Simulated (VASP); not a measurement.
Given:

```yaml
crystal:
  lattice:
    - [1.94753, -3.37322, 0.00000]
    - [1.94753, 3.37322, 0.00000]
    - [0.00000, 0.00000, 6.37961]
  atoms:
    - { symbol: Zn, position: [0.66667, 0.33333, 0.50012] }
    - { symbol: Zn, position: [0.33333, 0.66667, 0.00012] }
    - { symbol: S, position: [0.66667, 0.33333, 0.87488] }
    - { symbol: S, position: [0.33333, 0.66667, 0.37488] }
```

All values below come from RPBE GGA, VASP's PBE PAW potentials (set 64) (plane waves; VASP). Settings: 520 eV cut-off, Gaussian smearing of 0.050 eV, potentials Zn S.

Question: Give the energies of bands 8 to 21 at the high-symmetry points, in eV from the valence-band maximum.

Answer: 
```json
[
 {"band": "8", "Γ": "-5.68", "M": "-5.74", "K": "-5.71", "A": "-6.03", "L": "-5.78", "H": "-5.73"},
 {"band": "9", "Γ": "-5.68", "M": "-5.63", "K": "-5.67", "A": "-5.64", "L": "-5.61", "H": "-5.68"},
 {"band": "10", "Γ": "-5.62", "M": "-5.58", "K": "-5.65", "A": "-5.64", "L": "-5.61", "H": "-5.68"},
 {"band": "11", "Γ": "-5.62", "M": "-5.50", "K": "-5.43", "A": "-5.64", "L": "-5.46", "H": "-5.36"},
 {"band": "12", "Γ": "-5.47", "M": "-5.48", "K": "-5.43", "A": "-5.64", "L": "-5.46", "H": "-5.36"},
 {"band": "13", "Γ": "-4.87", "M": "-4.50", "K": "-4.01", "A": "-2.67", "L": "-4.51", "H": "-4.40"},
 {"band": "14", "Γ": "-0.80", "M": "-3.83", "K": "-4.01", "A": "-2.67", "L": "-4.51", "H": "-4.40"},
 {"band": "15", "Γ": "-0.80", "M": "-2.94", "K": "-3.42", "A": "-0.42", "L": "-1.46", "H": "-2.71"},
 {"band": "16", "Γ": "-0.06", "M": "-2.00", "K": "-2.07", "A": "-0.42", "L": "-1.46", "H": "-2.71"},
 {"band": "17", "Γ": "0.00", "M": "-1.48", "K": "-2.07", "A": "-0.42", "L": "-1.44", "H": "-1.20"},
 {"band": "18", "Γ": "0.00", "M": "-0.79", "K": "-1.86", "A": "-0.42", "L": "-1.44", "H": "-1.20"},
 {"band": "19", "Γ": "2.09", "M": "3.83", "K": "4.62", "A": "3.49", "L": "3.66", "H": "4.50"},
 {"band": "20", "Γ": "3.10", "M": "4.18", "K": "5.66", "A": "3.49", "L": "3.66", "H": "4.50"},
 {"band": "21", "Γ": "6.41", "M": "5.30", "K": "5.66", "A": "6.82", "L": "5.36", "H": "6.53"}
]
```

The gap is direct, 2.09 eV, from the valence maximum at Γ to the conduction minimum at Γ.

Measured: gap 3.91 eV (computed value off by -1.82 eV), as given by Mehmet Aras et al., The Journal of Chemical Physics (2014), arXiv:1312.4272.

The compound is ZnS in the wurtzite structure, the high-temperature form. It was relaxed first, which changed the volume by +6 %.
